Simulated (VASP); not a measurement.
Given:

```yaml
crystal:
  lattice:
    - [0.00000, 3.30729, 3.30729]
    - [3.30729, 0.00000, 3.30729]
    - [3.30729, 3.30729, 0.00000]
  atoms:
    - { symbol: Sr, position: [0.00000, 0.00000, 0.00000] }
    - { symbol: Te, position: [0.50000, 0.50000, 0.50000] }
```

Computed with PBEsol GGA, VASP's PBE PAW potentials (set 64) (plane waves; VASP). Settings: 530 eV cut-off, 6×6×6 Γ-centred mesh, Gaussian smearing of 0.050 eV, potentials Sr_sv Te.

### Question
Give the elastic stiffness tensor with the ions relaxed (GPa, in the frame of the cell).

### Answer

|  | xx | yy | zz | yz | xz | xy |
|---|---|---|---|---|---|---|
| xx | 86.6 | 10.4 | 10.4 | 0.0 | 0.0 | 0.0 |
| yy | 10.4 | 86.6 | 10.4 | 0.0 | 0.0 | 0.0 |
| zz | 10.4 | 10.4 | 86.6 | 0.0 | 0.0 | 0.0 |
| yz | 0.0 | 0.0 | 0.0 | 14.8 | 0.0 | 0.0 |
| xz | 0.0 | 0.0 | 0.0 | 0.0 | 14.8 | 0.0 |
| xy | 0.0 | 0.0 | 0.0 | 0.0 | 0.0 | 14.8 |

### Question
Estimate the Hill bulk modulus, Hill shear modulus, Young's modulus, Poisson's ratio.

### Answer

```json
{
 "hill_bulk_modulus": "35.8 GPa",
 "hill_shear_modulus": "21.9 GPa",
 "Young's modulus": "54.6 GPa",
 "Poisson's ratio": "0.246"
}
```

The compound is SrTe in the rock salt structure. It was relaxed first.
